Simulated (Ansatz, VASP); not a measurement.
**TlGaF6 in two plane-wave programs**

One calculation is typed for both programs; each brings its own data sets. How far apart do they land? The cell is taken from a series of runs on this material, whose earlier steps may have relaxed, scaled, displaced or heated it; both programs get it as it stands.

Program: Ansatz 0.2.0. Level of theory: plane waves, with VASP 6.6.1 beside it; G0W0 gap at PBEsol. Results are calculated unless marked as measured.

## Step 1: The starting structure

It takes space group R-3 (No. 148, trigonal). The conventional cell has a = 5.097 Å, b = 5.097 Å, c = 14.189 Å, α = 90.00°, β = 90.00°, γ = 120.00°. Nearest to Tl lie 6 F at 2.18 Å. Nearest to Ga lie 6 F at 1.90 Å. Nearest to F lie 1 Ga at 1.90 Å and 1 Tl at 2.18 Å. Farther neighbours and most contacts between anions are not listed.

Structure file:

```cif
data_structure
_symmetry_space_group_name_H-M 'P 1'
_symmetry_Int_Tables_number 1
_cell_length_a 5.5705
_cell_length_b 5.5705
_cell_length_c 5.5705
_cell_angle_alpha 54.450
_cell_angle_beta 54.450
_cell_angle_gamma 54.450
_cell_volume 106.41
loop_
_atom_site_label
_atom_site_type_symbol
_atom_site_fract_x
_atom_site_fract_y
_atom_site_fract_z
_atom_site_occupancy
Tl1 Tl 0.00000 0.00000 0.00000 1
Ga2 Ga 0.50000 0.50000 0.50000 1
F3 F 0.87943 0.58045 0.27252 1
F4 F 0.58045 0.27252 0.87943 1
F5 F 0.27252 0.87943 0.58045 1
F6 F 0.41955 0.72748 0.12057 1
F7 F 0.72748 0.12057 0.41955 1
F8 F 0.12057 0.41955 0.72748 1
```

## Step 2: Ansatz: G0W0 gap, PBEsol

Ansatz runs on its default PAW (the set named soft_2) files.

Quasiparticle shifts depend on high empty states and on the cores, so they are the hardest test of two PAW sets.

Input file input.yaml:

```yaml
crystal:
  lattice:
    - [2.5484024353, 1.4713208321, 4.7298156209]
    - [-2.5484024353, 1.4713208321, 4.7298156209]
    - [0.0, -2.9426416641, 4.7298156209]
  atoms:
    - { symbol: Tl, position: [0.0, 0.0, 0.0] }
    - { symbol: Ga, position: [0.5, 0.5, 0.5] }
    - { symbol: F, position: [0.87943213, 0.58045027, 0.27252315] }
    - { symbol: F, position: [0.58045027, 0.27252315, 0.87943213] }
    - { symbol: F, position: [0.27252315, 0.87943213, 0.58045027] }
    - { symbol: F, position: [0.41954973, 0.72747685, 0.12056787] }
    - { symbol: F, position: [0.72747685, 0.12056787, 0.41954973] }
    - { symbol: F, position: [0.12056787, 0.41954973, 0.72747685] }
kpoints:
  mp_grid: { grid: [2, 2, 2] }
hamiltonian:
  xc: pbesol
scf:
  occupations: { method: fixed }
gw:
  n_empty_bands: 70
  ecut_chi: 114.29
  qp_bands: [v2, c2]
  qp_kpoints: [[0.5, 0.5, 0.0], [0.0, 0.0, 0.0]]
  screening: { model: contour_deformation }
```

Started as:

```bash
$ ansatz run input.yaml --threads 4 --pin off --max-ram 7372MiB --backend cpu --events-out ev --progress --plain --runs-dir out
```

Numbers of over 12 decimals in the logs are rounded to 6 here.

Output:

```text
Engine: ansatz 0.2.0, aarch64-unknown-linux-gnu
Pseudopotentials: kind: paw
Pseudopotential: Tl, paw, valence charge 13, recommended cutoff 420 eV (normal), Tl.paw.azcp
Pseudopotential: Ga, paw, valence charge 13, recommended cutoff 420 eV (normal), Ga.paw.azcp
Pseudopotential: F, paw, valence charge 7, recommended cutoff 420 eV (normal), F.paw.azcp
Functional definition: PBEsol
  exchange = pbesol_x
  correlation = pbesol_c
Crystal: 8 atoms, lattice volume = 106.407 Å³
Basis set: ecut = 420 eV, 2097 PW (Γ)
Bands: 42, of which v1, the nominal top of the filled ones, is band 34 counted from 1 (33 counted from 0)
Symmetry: 6 space group operations
Space group: R-3 (ITA 148), of the structure as read, at distance tolerance 4.7e-5 Å
k-points: 4 of 8
Non-local potential: Tl, projectors of the file, l = 0: 2, l = 1: 2, l = 2: 2, l = 3: 1
Non-local potential: Ga, projectors of the file, l = 0: 2, l = 1: 2, l = 2: 3, l = 3: 1
Non-local potential: F, projectors of the file, l = 0: 2, l = 1: 2, l = 2: 1
PAW form: soft (Blöchl's): semilocal exchange-correlation on the pseudo side does not see the compensation charge
PAW frozen core: Tl, regenerated for the run's functional, and the local potential with it (the file was generated under x = pbe(κ = 0.804, μ = 0.219515), c = pbe(β = 0.066725))
PAW frozen core: Ga, regenerated for the run's functional, and the local potential with it (the file was generated under x = pbe(κ = 0.804, μ = 0.219515), c = pbe(β = 0.066725))
PAW frozen core: F, regenerated for the run's functional, and the local potential with it (the file was generated under x = pbe(κ = 0.804, μ = 0.219515), c = pbe(β = 0.066725))
PAW one-centre angular grid: Tl, 590 points (default); XC on 64 Gauss nodes
PAW one-centre angular grid: Ga, 590 points (default); XC on 64 Gauss nodes
PAW one-centre angular grid: F, 110 points (default); XC on 64 Gauss nodes
Initial density: superposition of atomic densities (neutral atoms: chi_scale 0, normalization atom), corrected by the library's trained network
Initial wavefunctions: pseudopotential atomic-orbital guess
Functional: x = pbesol(κ = 0.804, μ = 0.123457), c = pbesol(β = 0.046)
SCF iter   1: F=—  HF=-19842.375375 eV  |F-HF|=—  |Δ(HF+E_count)|=         —  Δρ=1.43e-2  dr2=1.30e-1  ethr=1.77e-3  ⟨swp⟩=4.8  Hψ=556  notcnv=0  defer=24
preconditioner: auto → Resta (q_TF=auto, 2.532 Å⁻¹)  ε∞=3.7  [insulator: Δε(μ)=2.766 eV  Ē_g=17.964 eV  n_scr=26 (ndim 8)  ℏωp=29.7 eV  f_vac=0.157  ε∞_Penn≈3.7]
SCF iter   2: F=—  HF=-19842.338823 eV  |F-HF|=—  |Δ(HF+E_count)|=   3.66e-2  Δρ=1.97e-3  dr2=1.94e-3  ethr=1.91e-4  ⟨swp⟩=2.0  Hψ=268  notcnv=0  defer=24
SCF iter   3: F=—  HF=-19842.338840 eV  |F-HF|=—  |Δ(HF+E_count)|=   1.68e-5  Δρ=8.22e-4  dr2=5.02e-4  ethr=2.86e-6  ⟨swp⟩=2.0  Hψ=280  notcnv=0  defer=24
SCF iter   4: F=—  HF=-19842.339047 eV  |F-HF|=—  |Δ(HF+E_count)|=   2.07e-4  Δρ=3.01e-4  dr2=6.85e-5  ethr=7.38e-7  ⟨swp⟩=2.0  Hψ=256  notcnv=0  defer=24
SCF iter   5: F=—  HF=-19842.339062 eV  |F-HF|=—  |Δ(HF+E_count)|=   1.53e-5  Δρ=8.87e-5  dr2=8.36e-6  ethr=1.01e-7  ⟨swp⟩=2.0  Hψ=247  notcnv=0  defer=8
SCF iter   6: F=—  HF=-19842.339073 eV  |F-HF|=—  |Δ(HF+E_count)|=   1.12e-5  Δρ=2.46e-5  dr2=8.09e-7  ethr=1.23e-8  ⟨swp⟩=2.5  Hψ=295  notcnv=0  defer=13
SCF iter   7: F=-19842.339075 eV  HF=-19842.339075 eV  |F-HF|=3.31e-8  |Δ(HF+E_count)|=   1.61e-6  Δρ=3.82e-6  dr2=2.31e-8  ethr=1.47e-10  ⟨swp⟩=8.8  Hψ=580  notcnv=0
SCF 1 converged in 7 iterations: F = -19842.339075 eV  dr2 = 2.31e-8
  greatest PAW one-centre occupation: 0.998 electrons in one spin orbital (limit 2), on the Ga atom at site 1 (counted from 0), in its partial waves of l = 2
NSCF: frozen V_eff on 4 k-points
G₀W₀ screening: q 1/4
[... further progress lines ...]
NSCF: frozen V_eff on 1 k-points
NSCF: frozen V_eff on 1 k-points
[...]
SCF converged after 7 iterations
Free energy (F): -19842.339075 eV
Harris-Foulkes:  -19842.339075 eV  (|F-HF|=3.31e-8)
Internal energy: -19842.339075 eV  (E = F + TS)
E sigma→0 (E₀):  -19842.339075 eV
Fermi energy:    1.990730 eV
--- Per-component energies (eV) ---
  E_band       = -354.963425
  E_kinetic    = 1691.620084
  E_local      = -6853.670244  (includes V_loc(G=0)·N_el)
  E_nonlocal   = 1203.342066
  E_hartree    = 2761.594742
  E_xc         = -757.124465
  E_vxc        = -794.644854  (∫ρ·V_xc dr)
  E_paw        = -13156.940413  (= ΣΔE_a)
  E_vpaw       = -1124.815789  (= ΣTr[D̂ρ^β])
  E_aug_tail   = 0.012287  (compensation charges beyond the density's cutoff)
  E_ewald      = -4732.329031
  E_core_change = 1.155899  (= ΣΔE_core)
  E_smearing   = -0.000000  (= −TS)
  E_closure    = 0.000000  (closes the sum)
  Σ components = -19842.339075   (vs F -19842.339075, Δ=0.00e0)
--- Band table (eV) ---
  k-point 0: bands = [... 30 lower, 1.6147, 1.6147, 1.8698, 1.8698, 4.8628, 11.2734, 12.3383, 13.3541, ... 4 higher]
  k-point 1: bands = [... 30 lower, 1.5774, 1.6197, 1.7247, 1.7541, 6.3132, 9.5719, 12.5019, 13.3347, ... 4 higher]
  k-point 2: bands = [... 30 lower, 1.5664, 1.6315, 1.9094, 1.9907, 6.6016, 10.7886, 11.7278, 12.5092, ... 4 higher]
  k-point 3: bands = [... 30 lower, 1.6827, 1.6827, 1.7513, 1.7513, 6.3000, 9.3988, 13.2831, 13.7876, ... 4 higher]
--- G₀W₀: contour deformation, 5 samples at zero and on the imaginary axis and 2 off it, 8 q-points, 70 empty bands' worth ---
  eigenvalues of the whole cell's RPA ε∞ on this k-mesh (on a slab, of 1 + 4πα/V) = 2.8050, 2.8050, 2.9165; static W/v taken at q = 0 is 0.352182
  bands read: the sum over 104 bands ends inside a degenerate multiplet in 1 slot, whose members it reads at an even weight; the widest, k=3: bands 104 to 105 (counted from 1) at 1/2 each
  `?` marks the rows in doubt; gw_qp.tsv's column doubts and the gw_qp event give each row's grounds
    ik  band        ε_KS         Σx   Σc(E_QP)       V_xc       Z   E_QP_lin       E_QP  E_QP is
     0    33      1.8698   -32.7868     6.3521   -25.2638  0.7323     0.6608     0.6989  root
     0    34      1.8698   -32.7868     6.3521   -25.2638  0.7323     0.6608     0.6989  root
     0    35      4.8628   -14.8673    -2.4047   -18.8798  0.8096     6.5113     6.4707  root
     0    36     11.2734   -14.9264    -4.2221   -21.5043  0.8102    13.9676    13.6292  root ?
     2    33      1.9094   -32.8477     6.4613   -25.1896  0.7314     0.6720     0.7126  root
     2    34      1.9907   -32.7381     6.4908   -25.0729  0.7300     0.7777     0.8164  root
     2    35      6.6016   -17.3188    -2.6392   -21.8819  0.7930     8.6064     8.5255  root
     2    36     10.7886   -15.1361    -3.9471   -21.4770  0.7858    13.3613    13.1823  root ?
```

In the SCF lines HF is the Harris–Foulkes energy and dr2 the Hartree energy of the density residual, in eV; the loop may stop once dr2 is under the threshold and the program's other checks hold. Hψ counts applications of the Hamiltonian.

## Step 3: VASP: G0W0 gap, PBEsol

The same cell, functional and mesh now go to VASP, with its own data sets.

Lines of VASP's logs that name or quote its potential files are left out, and so is its time.

The run reads the wave functions of an earlier VASP run, which isn't shown here.

Input file INCAR:

```
SYSTEM = TlGaF6
PREC = Accurate
ENCUT = 520
ISMEAR = 0
SIGMA = 0.01
LREAL = .FALSE.
GGA = PS
NBANDS = 105
ALGO = EVGW0
NELMGW = 1
ENCUTGW = 114.29
NOMEGA = 64
PRECFOCK = Fast
NBANDSGW = 43
LWAVE = .FALSE.
LCHARG = .FALSE.
```

Input file POSCAR:

```
TlGaF6
1.0
    2.5484024353      1.4713208321      4.7298156209
   -2.5484024353      1.4713208321      4.7298156209
    0.0000000000     -2.9426416641      4.7298156209
Tl Ga F
1 1 6
Direct
    0.0000000000      0.0000000000      0.0000000000
    0.5000000000      0.5000000000      0.5000000000
    0.8794321300      0.5804502700      0.2725231500
    0.5804502700      0.2725231500      0.8794321300
    0.2725231500      0.8794321300      0.5804502700
    0.4195497300      0.7274768500      0.1205678700
    0.7274768500      0.1205678700      0.4195497300
    0.1205678700      0.4195497300      0.7274768500
```

Input file KPOINTS:

```
Automatic mesh
0
Gamma
2 2 2
0 0 0
```

The projector-augmented-wave data sets are Tl_d_GW, Ga_d_GW and F_GW (PBE family, release 64).

Started as:

```bash
$ export OMP_NUM_THREADS=3
$ mpirun -np 1 vasp_std
```

Output:

```text
[banner, memory and clock lines left out]
running    1 mpi-ranks, on    1 nodes
 distrk:  each k-point on    1 cores,    1 groups
 distr:  one band on    1 cores,    1 groups
 Offloading initialized ...    1 GPUs detected
 POSCAR found type information on POSCAR TlGaF
 POSCAR found :  3 types and       8 ions
|                                                                             |
|               ----> ADVICE to this user running VASP <----                  |
|                                                                             |
|     You enforced a specific xc type in the INCAR file but a different       |
|     [... a line on the potential file left out ...]
|     I HOPE YOU KNOW WHAT YOU ARE DOING!                                     |
|                                                                             |

|                                                                             |
|           W    W    AA    RRRRR   N    N  II  N    N   GGGG   !!!           |
|           W    W   A  A   R    R  NN   N  II  NN   N  G    G  !!!           |
|           W    W  A    A  R    R  N N  N  II  N N  N  G       !!!           |
|           W WW W  AAAAAA  RRRRR   N  N N  II  N  N N  G  GGG   !            |
|           WW  WW  A    A  R   R   N   NN  II  N   NN  G    G                |
|           W    W  A    A  R    R  N    N  II  N    N   GGGG   !!!           |
|                                                                             |
|     The default for ENCUTGWSOFT is different in this version of VASP.       |
|     please manually set ENCUTGWSOFT =114.29 in the INCAR file.              |
|                                                                             |

 LDA part: xc-table for (Slater+PW92), standard interpolation
 found WAVECAR, reading the header
 POSCAR, INCAR and KPOINTS ok, starting setup
 FFT: planning ... GRIDC
 FFT: planning ... GRID_SOFT
 FFT: planning ... GRID
 reading WAVECAR
 the WAVECAR file was read successfully
 initial charge from wavefunction
 available memory per node:   1618.36 GB, setting MAXMEM to   1657204

 The Fermi energy was updated, please check that it is located mid-gap
 values below the HOMO (VB) or above the LUMO (CB) will cause erroneous energies
 E-fermi :  -0.2040

 calculate exact exchange contribution
 the WAVEDER file was read successfully
energies w=
    0.000    0.000    1.286    0.000    2.570    0.000    3.848    0.000
    5.119    0.000    6.381    0.000    7.631    0.000    8.867    0.000
   10.090    0.000   11.297    0.000   12.489    0.000   13.666    0.000
   14.827    0.000   15.973    0.000   17.105    0.000   18.223    0.000
   19.330    0.000   20.426    0.000   21.512    0.000   22.591    0.000
   23.663    0.000   24.732    0.000   25.798    0.000   26.864    0.000
   27.933    0.000   29.005    0.000   30.085    0.000   31.174    0.000
   32.274    0.000   33.390    0.000   34.524    0.000   35.679    0.000
   36.859    0.000   38.068    0.000   39.310    0.000   40.590    0.000
   41.912    0.000   43.284    0.000   44.711    0.000   46.200    0.000
   47.760    0.000   49.400    0.000   51.131    0.000   52.964    0.000
   54.915    0.000   57.000    0.000   59.238    0.000   61.652    0.000
   64.270    0.000   67.124    0.000   70.254    0.000   73.708    0.000
   77.545    0.000   81.840    0.000   86.687    0.000   92.206    0.000
   98.552    0.000  105.934    0.000  114.631    0.000  125.031    0.000
  137.689    0.000  153.427    0.000  173.509    0.000  200.000    0.000
 responsefunction array rank=     314
 LDA part: xc-table for (Slater+PW92), standard interpolation

 min. memory requirement per mpi rank    383.3 MB, per node    383.3 MB

 allocating  64 responsefunctions rank=   314
 shmem allocating  64 responsefunctions rank=   314
 response function shared by NCSHMEM nodes    1
 Doing            64  frequencies on each core in blocks of            64
NQ=   1    0.0000    0.0000    0.0000,
|.........|.........|.........|.........|.........|.........|.........|.........
 performed         75000 updates of chi_q(r,r)
 total number of BLAS operations         53.15 Gflops
NQ=   2    0.5000    0.0000    0.0000,
|.........|.........|.........|.........|.........|.........|.........|.........
 performed        186000 updates of chi_q(r,r)
 total number of BLAS operations        126.07 Gflops
NQ=   3    0.5000    0.5000    0.0000,
|.........|.........|.........|.........|.........|.........|.........|.........
 performed        297000 updates of chi_q(r,r)
 total number of BLAS operations        205.24 Gflops
NQ=   4    0.5000    0.5000    0.5000,
|.........|.........|.........|.........|.........|.........|.........|.........
 performed        372000 updates of chi_q(r,r)
 total number of BLAS operations        264.65 Gflops
 resolving degeneracies of screened two electron integrals

 calculate QP shifts <psi_nk| G(iteration)W_0 |psi_nk>: iteration 1
 entering main loop
```

[end of part 1 of 2]

[Lines on the potential files, build, host, timing and source positions are cut from VASP's logs without a mark.]

[Logs are printed without paths, hosts, clocks, repeated set-up lines and the standing remarks that a program may print on its own settings, such as how far it seeks lower states.]

[Hosts, paths, dates, database ids (printed as entryN), source tags and the programs' standing remarks are cut or masked in the printed files.]
